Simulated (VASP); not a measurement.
VASP input:

**INCAR**
```
! general
SYSTEM   =  Co
PREC     =  Accurate
ENCUT    =  400
LREAL    =  F
LASPH    =  T

! electronic loop
EDIFF    =  1E-6
NELM     =  100
ALGO     =  Normal
LMAXMIX  =  4

! smearing
ISMEAR   =  1
SIGMA    =  0.1

! functional
GGA      =  PE

! spin
ISPIN    =  2
MAGMOM   =  1.8 1.8
NUPDOWN  =  2

! ions
ISIF     =  2

! output
LWAVE    =  F
LCHARG   =  F
LORBIT   =  10
```

KPOINTS:
```
Automatic mesh
0
Gamma
15 15 8
0 0 0
```

File POSCAR:
```
Co
1
    1.2801000000    -2.2171980000     0.0000000000
    1.2801000000     2.2171980000     0.0000000000
    0.0000000000     0.0000000000     4.1514000000
Co
2
Direct
  0.3333330000   0.6666670000   0.2500000000
  0.6666670000   0.3333330000   0.7500000000
```

POTCAR, in this order: Co (PBE.64 set). Program: vasp_std.

**Question.** Write an equivalent input for Quantum ESPRESSO's pw.x.

**Answer.** One equivalent input (not run):
```
&CONTROL
  calculation = 'scf'
  pseudo_dir = './pseudo'
  outdir = './out'
  tprnfor = .true.
  tstress = .true.
/
&SYSTEM
  ibrav = 0
  nat = 2
  ntyp = 1
  ecutwfc = 96
  occupations = 'smearing'
  smearing = 'methfessel-paxton'
  degauss = 0.00735
  input_dft = 'pbe'
  nspin = 2
  starting_magnetization(1) = 0.18
  tot_magnetization = 2
/
&ELECTRONS
  conv_thr = 7.3e-08
  electron_maxstep = 100
/
ATOMIC_SPECIES
  Co 58.933 Co.upf
CELL_PARAMETERS angstrom
     1.2801000   -2.2171980    0.0000000
     1.2801000    2.2171980    0.0000000
     0.0000000    0.0000000    4.1514000
ATOMIC_POSITIONS crystal
  Co   0.3333330  0.6666670  0.2500000
  Co   0.6666670  0.3333330  0.7500000
K_POINTS automatic
  15 15 8 0 0 0
```
The two are equivalent in intent, not identical: the potentials are each code's own (VASP's PAW set, PseudoDojo norm-conserving files in pw.x), so ENCUT and ecutwfc are chosen apart and not converted; conv_thr bounds pw.x's estimated SCF error, while EDIFF bounds the energy change between steps; starting_magnetization is a fraction of the valence charge and MAGMOM a moment in μB, so they match only roughly.

The compound is Co in the hcp structure. The cell was not relaxed at this level. The run is one of a series of settings (NUPDOWN = 2 against the base run), some of them coarse on purpose.
